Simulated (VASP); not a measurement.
A convergence study with VASP on Mg$_{2}$Si (space group Fm-3m): one setting is varied, all else stays as given below, so the limit is that of these other settings.

```
CELL_PARAMETERS angstrom
      0.00000     3.16547     3.16547
      3.16547     0.00000     3.16547
      3.16547     3.16547     0.00000
ATOMIC_POSITIONS crystal
  Mg 0.25000 0.25000 0.25000
  Mg 0.75000 0.75000 0.75000
  Si 0.00000 0.00000 0.00000
```

Level of theory: LDA (Ceperley-Alder, Perdew-Zunger), VASP's LDA PAW potentials (set 64) (plane waves; VASP). The tightest run used: 300 eV cut-off, 11×11×11 Γ-centred mesh, Gaussian smearing of 0.010 eV, potentials Mg Si.

Q: The settings run are 3×3×3 mesh; 4×4×4 mesh; 5×5×5 mesh; 6×6×6 mesh; 7×7×7 mesh; 9×9×9 mesh; 11×11×11 mesh. From which on does the highest Γ mode stay within 5 cm⁻¹ of the tightest run?

A: From 4×4×4 mesh on: it is off by 3.9 there and by no more than 5 in any finer run, while 3×3×3 mesh is off by 11.1.
```tsv
setting	mean ε∞	highest Γ mode (cm⁻¹)	irreducible k-points	difference judged (cm⁻¹)
3×3×3 mesh	48.55	259.4	4	11.1
4×4×4 mesh	32.75	266.6	8	3.9
5×5×5 mesh	25.33	268.9	10	1.7
6×6×6 mesh	21.42	269.8	16	0.8
7×7×7 mesh	19.19	270.2	20	0.4
9×9×9 mesh	17.07	270.5	35	0.1
11×11×11 mesh	16.28	270.5	56	0.0
```

Left out are rungs that failed or repeat a setting and relaxations that didn't move; long series are thinned to 24 rows.

The structure is a typed Mg2Si crystal (space group no. 225). The cell was not relaxed at this level.
